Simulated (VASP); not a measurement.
A cell of Ga (alpha) near equilibrium:

```
Ga
1.0
    2.25280    -3.87354     0.00000
    2.25280     3.87354     0.00000
    0.00000     0.00000     4.61699
Ga
4
Direct
  0.15570   0.84430   0.91820
  0.34430   0.65570   0.41820
  0.65570   0.34430   0.58180
  0.84430   0.15570   0.08180
```

The numbers are results of PBE GGA, VASP's PBE PAW potentials (set 64) (plane waves; VASP), not measurements.

```tsv
run	ΔE (meV/atom)	σxx	σyy	σzz	largest shear component, with its sign (GPa)	largest force (eV/Å)
as it is	0.0	0.57	0.54	0.27	0.00	0.002
after one change	3.2	-1.50	-1.51	-1.70	0.00	0.009
```
Stress is in GPa, positive when the cell is compressed.

What was changed between the two runs?
(A) isotropic strain of +1.5 % with the ions relaxed
(B) biaxial strain of +3.0 % in the yz plane
(C) uniaxial strain of +1.0 % along y
(D) biaxial strain of -1.0 % in the xy plane with the ions relaxed

A, isotropic strain of +1.5 % with the ions relaxed

The compound is Ga in the alpha structure.
